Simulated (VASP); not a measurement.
Data:

```
PbZrO3
1.0
    4.11843     0.00000     0.00000
    0.00000     2.93319     2.99776
    0.00000    -2.93319     2.99776
Zr Pb O
1 1 3
Cartesian
  2.05922   0.00000   3.04585
  0.00000   0.00000   5.69730
  2.05922  -1.56232   1.77196
  2.05922   1.56232   1.77196
  0.00000   0.00000   3.34316
```

All values below come from PBEsol GGA, VASP's PBE PAW potentials (set 64) (plane waves; VASP 6.6.1). Settings: 520 eV cut-off, 6×6×6 Γ-centred mesh, tetrahedra with Blöchl corrections, potentials Zr_sv Pb_d O.

The cores are frozen, which limits the accuracy of field gradients.

Q: Give the principal components of the electric field gradient (V/Å²) and the asymmetry η at each nucleus.

A: 
```
atom    Vxx   Vyy     Vzz     η
----  -----  ----  ------  ----
Zr1   -16.2  -4.6    20.8  0.56
Pb2   168.5  37.8  -206.3  0.63
O3     22.5   1.4   -24.0  0.88
O4     22.5   1.4   -24.0  0.88
O5    -22.3  -2.0    24.3  0.83
```

The structure comes from a computed database's ZrPbO3 entry (Amm2); how it stands against other phases isn't given here. It was relaxed first, which changed the volume by -5 %.
